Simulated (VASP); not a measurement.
Runs of VASP 6.6.1 on Au. The cell holds a sheet with vacuum, 1 atom: a = 2.662 Å, b = 2.662 Å, c = 23.800 Å, α = 90.00°, β = 90.00°, γ = 90.00°. The cell was built by a generator and needn't be a form met in nature.

| task | level | potentials or basis | U | cutoff (eV) | smearing | dipole correction | further INCAR settings | LDAUTYPE | hund's J | gap on the mesh (eV) | work function (eV) |
| --- | --- | --- | --- | --- | --- | --- | --- | --- | --- | --- | --- |
| work function | RPBE | VASP PAW PBE potentials, release 64 (Au) | - | 520 | fermi-dirac 0.05 eV | yes | ALGO = Normal; EDIFF = 1e-06 | - | - | none | 5.57 |
| single point | PBE | VASP PAW PBE potentials, release 64 (Au_GW) | - | 600 | fermi-dirac 0.05 eV | yes | ALGO = Normal; EDIFF = 1e-06 | - | - | none | - |
| work function | PBE | VASP PAW PBE potentials, release 64 (Au) | - | 520 | fermi-dirac 0.05 eV | yes | ALGO = Normal; EDIFF = 1e-06 | - | - | none | 5.75 |
| single point | PBE | VASP PAW PBE potentials, release 64 (Au_sv_GW) | - | 600 | fermi-dirac 0.05 eV | yes | ALGO = Normal; EDIFF = 1e-06 | - | - | none | - |
| work function | PW91 | VASP PAW PBE potentials, release 64 (Au) | - | 520 | fermi-dirac 0.05 eV | yes | ALGO = Normal; EDIFF = 1e-06 | - | - | none | 5.81 |
| single point | PBE | VASP PAW PBE potentials, release 54 (Au) | - | 600 | fermi-dirac 0.05 eV | yes | ALGO = Normal; EDIFF = 1e-06 | - | - | none | - |
| work function | LDA | VASP PAW LDA potentials, release 64 (Au) | - | 520 | fermi-dirac 0.05 eV | yes | ALGO = Normal; EDIFF = 1e-06 | - | - | none | (a) |

Alike in all rows: no spin polarisation; cell as given; k mesh 10 × 10 × 1.

Fill in the values left out.

(a) 6.19.

A k mesh can miss the band edges, and the runs leave out spin-orbit coupling on Au.

A gap of «none» marks a metal or a gap under the smearing width.

Not every run made on this cell is shown here.
